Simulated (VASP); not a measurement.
VASP ran on this input.

File POSCAR:
```
Te
1.0
  2.1799146091  -3.7757225902   0.0000000000
  2.1799146091   3.7757225902   0.0000000000
  0.0000000000   0.0000000000   6.0537174597
Te
3
Cartesian
  2.8060109622  -2.6912919734   4.0358136577
  3.1076365119  -0.0000000000   0.0000000000
  2.8060109622   2.6912919734   2.0179038020
```

**KPOINTS**
```
Automatic mesh
0
Gamma
  10 10 6
0 0 0
```

### INCAR
```
SYSTEM = Te
PREC = Accurate
ENCUT = 520
EDIFF = 1E-7
NELM = 100
ALGO = Normal
LREAL = .FALSE.
LASPH = .TRUE.
ISMEAR = 1
SIGMA = 0.1
LMAXMIX = 4
LWAVE = .FALSE.
LCHARG = .FALSE.
ISIF = 4
IBRION = 2
NSW = 30
EDIFFG = -0.01
```

POTCAR, in this order: Te (LDA.64 set). Program: vasp_std.

**Question.** Translate this LDA calculation to Quantum ESPRESSO's pw.x.

**Answer.** One equivalent input (not run):
```
&CONTROL
  calculation = 'vc-relax'
  pseudo_dir = './pseudo'
  outdir = './out'
  tprnfor = .true.
  tstress = .true.
  nstep = 30
  forc_conv_thr = 0.00039
/
&SYSTEM
  ibrav = 0
  nat = 3
  ntyp = 1
  ecutwfc = 82.3
  occupations = 'smearing'
  smearing = 'methfessel-paxton'
  degauss = 0.00735
  input_dft = 'pz'
/
&ELECTRONS
  conv_thr = 7.3e-09
  electron_maxstep = 100
/
&IONS
/
&CELL
  cell_dofree = 'shape'
/
ATOMIC_SPECIES
  Te 127.600 Te.upf
CELL_PARAMETERS angstrom
     2.1799146   -3.7757226    0.0000000
     2.1799146    3.7757226    0.0000000
     0.0000000    0.0000000    6.0537175
ATOMIC_POSITIONS crystal
  Te   1.0000000  0.2872114  0.6666670
  Te   0.7127886  0.7127886  0.0000000
  Te   0.2872114  1.0000000  0.3333330
K_POINTS automatic
  10 10 6 0 0 0
```
Limits of the translation: the potentials are each code's own (VASP's PAW set, PseudoDojo norm-conserving files in pw.x), so ENCUT and ecutwfc are chosen apart and not converted; conv_thr bounds pw.x's estimated SCF error, while EDIFF bounds the energy change between steps; forc_conv_thr acts on force components and is met together with etot_conv_thr.

The compound is Te in the trig structure. This cell is one point of a volume scan, at 1.06 of the reference volume. Symmetry was kept, so distortions that lower it aren't found.
